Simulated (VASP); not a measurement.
Input:

```
GaN
1.0
    0.00000     2.28646     2.28646
    2.28646     0.00000     2.28646
    2.28646     2.28646     0.00000
Ga N
1 1
Direct
  0.00000   0.00000   0.00000
  0.25000   0.25000   0.25000
```

These are revPBE GGA, VASP's PBE PAW potentials (set 64) (plane waves; VASP) values and carry that method's errors. Run with 520 eV cut-off, Gaussian smearing of 0.050 eV, potentials Ga_d N.

Task: Give the energies of bands 7 to 11 at the high-symmetry points, in eV from the valence-band maximum.

Result: 
| band | Γ | X | U | L | W |
|---|---|---|---|---|---|
| 7 | 0.00 | -5.92 | -5.67 | -6.73 | -5.51 |
| 8 | 0.00 | -2.54 | -4.01 | -0.91 | -3.49 |
| 9 | 0.00 | -2.54 | -2.04 | -0.91 | -3.41 |
| 10 | 1.48 | 3.38 | 4.97 | 4.40 | 6.18 |
| 11 | 10.08 | 6.47 | 7.57 | 8.57 | 8.01 |

The gap is direct, 1.48 eV, from the valence maximum at Γ to the conduction minimum at Γ.

The compound is GaN in the zinc blende structure, a metastable form; wurtzite is the usual one. It was relaxed first.
